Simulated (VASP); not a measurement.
Data:

```
CELL_PARAMETERS angstrom
      0.00000     2.49078     2.49078
      2.49078     0.00000     2.49078
      2.49078     2.49078     0.00000
ATOMIC_POSITIONS crystal
  Zr 0.00000 0.00000 0.00000
  O  0.25000 0.25000 0.25000
  O  0.75000 0.75000 0.75000
```

The numbers are results of LDA (Ceperley-Alder, Perdew-Zunger), VASP's LDA PAW potentials (set 64) (plane waves; VASP 6.6.1), not measurements. Settings: 520 eV cut-off, 8×8×8 Γ-centred mesh, Gaussian smearing of 0.050 eV, potentials Zr_sv O.

**Question.** What does the run give for the energy per atom (σ→0), pressure, band gap (on the k-mesh) with the smallest direct gap where there is one?

**Answer.** 
| Property | Value |
|---|---|
| band gap (on the k-mesh) | 3.40 eV |
| smallest direct gap (on the k-mesh) | 3.88 eV |
| energy per atom (σ→0) | -10.447 eV/atom |
| pressure | 8.63 GPa |

Only differences to runs with the same potentials and settings are physical.

The compound is ZrO2 in the fluorite structure, the high-temperature cubic form, which is unstable at 0 K; the monoclinic form is the stable one. This cell is one point of a volume scan, at 0.97 of the reference volume.
